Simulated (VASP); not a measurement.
The input files of a VASP run:

KPOINTS:
```
Automatic mesh
0
Gamma
9 9 9
0 0 0
```

### INCAR
```
# general
SYSTEM   =  LiBr
PREC     =  Accurate
ENCUT    =  520
LREAL    =  .FALSE.   # projection in real space or not
LASPH    =  .TRUE.

# electronic loop
EDIFF    =  1E-7
NELM     =  100   # most electronic steps
ALGO     =  Normal
LMAXMIX  =  4   # l cut-off of mixed one-centre charges

# smearing
ISMEAR   =  0   # Gaussian
SIGMA    =  0.05

# ions
ISIF     =  2

# output
LWAVE    =  .FALSE.
LCHARG   =  .FALSE.
```

POSCAR:
```
LiBr
3.7541640
  0.0000000000   0.7071067757   0.7071067757
  0.7071067757   0.0000000000   0.7071067757
  0.7071067757   0.7071067757   0.0000000000
Li Br
1 1
Cartesian
  0.0000000000   0.0000000000   0.0000000000
  0.7071067757   0.7071067757   0.7071067757
```

POTCAR, in this order: Li_sv Br (LDA.64 set). Program: vasp_std.

Problem. Write an equivalent input for Quantum ESPRESSO's pw.x.

Solution. One equivalent input (not run):
```
&CONTROL
  calculation = 'scf'
  pseudo_dir = './pseudo'
  outdir = './out'
  tprnfor = .true.
  tstress = .true.
/
&SYSTEM
  ibrav = 0
  nat = 2
  ntyp = 2
  ecutwfc = 74
  occupations = 'smearing'
  smearing = 'gaussian'
  degauss = 0.003675
  input_dft = 'pz'
/
&ELECTRONS
  conv_thr = 7.3e-09
  electron_maxstep = 100
/
ATOMIC_SPECIES
  Li 6.940 Li.upf
  Br 79.904 Br.upf
CELL_PARAMETERS angstrom
     0.0000000    2.6545948    2.6545948
     2.6545948    0.0000000    2.6545948
     2.6545948    2.6545948    0.0000000
ATOMIC_POSITIONS crystal
  Li   0.0000000  0.0000000  0.0000000
  Br   0.5000000  0.5000000  0.5000000
K_POINTS automatic
  9 9 9 0 0 0
```
What does not carry over: the potentials are each code's own (VASP's PAW set, PseudoDojo norm-conserving files in pw.x), so ENCUT and ecutwfc are chosen apart and not converted; conv_thr bounds pw.x's estimated SCF error, while EDIFF bounds the energy change between steps.

The compound is LiBr in the rock salt structure. It was relaxed first, which changed the volume by -10 %.
